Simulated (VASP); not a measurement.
Input:

```
NbN
1.0
    0.00000     2.23890     2.23890
    2.23890     0.00000     2.23890
    2.23890     2.23890     0.00000
Nb N
1 1
Direct
  0.00000   0.00000   0.00000
  0.50000   0.50000   0.50000
```

Method: PBE GGA, VASP's PBE PAW potentials (set 64) (plane waves; VASP 6.6.1). Settings: 520 eV cut-off, KSPACING 0.35 per Å, first-order Methfessel-Paxton smearing of 0.10 eV, potentials Nb_sv N.

Gaps are read on the run's mesh, which can miss a band edge.

Estimate the energy per atom (σ→0), pressure, band gap (on the k-mesh) with the smallest direct gap where there is one.

```json
{
 "band gap (on the k-mesh)": "none (metal, semimetal or under 0.01 eV)",
 "energy per atom (σ→0)": "-10.257 eV/atom",
 "pressure": "-11.42 GPa"
}
```

Total energies compare only between runs with the same potentials, cut-off and functional.

The compound is NbN in the rock salt structure, the cubic δ form, which competes with hexagonal ones. The cell was not relaxed at this level. The run is one of a series of settings (KGAMMA = .FALSE., KSPACING = 0.35, KPOINTS file removed against the base run), some of them coarse on purpose. VASP warned that the highest band is occupied, so more bands are needed.
